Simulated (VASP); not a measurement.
Mo:

```
Mo
1.0
    -1.57342    1.57342    1.57342
     1.57342   -1.57342    1.57342
     1.57342    1.57342   -1.57342
Mo
1
Direct
  0.00000 0.00000 0.00000
```

The cell was built by a generator and needn't be a form met in nature.

```yaml
Program: VASP 6.6.1
Task: relaxation of cell and atoms
Functional: PBEsol
Potentials_or_basis: VASP PAW PBE potentials, release 64 (Mo_sv)
Cutoff: 600 eV
k_mesh: 16 × 16 × 16
Occupations: methfessel-paxton, width 0.1 eV
Spin: no spin polarisation
```

At the start: pressure -4.2 GPa; volume 15.58 Å³/atom.

How do energy, volume and symmetry change on relaxing?

Over 3 steps the energy falls by 3.2 meV/atom and the volume is 15.35 Å³/atom (-1.5 %); space group Im-3m (No. 229, to 0.05 Å).

The path:
```
step  energy change (eV)  largest force (eV/Å)  pressure (GPa)  volume (Å³)
   1              0.0000                0.0000           -4.22        15.58
   2              0.0245                0.0000           13.81        14.67
   3             -0.0032                0.0000           -0.06        15.35
```

Final structure:
```xyz
1
Lattice="-1.5655 1.5655 1.5655 1.5655 -1.5655 1.5655 1.5655 1.5655 -1.5655" Properties=species:S:1:pos:R:3 pbc="T T T"
Mo    0.0000    0.0000    0.0000
```

Caveat: the PAW data sets were made with another functional, which shifts forces and pressure a little.
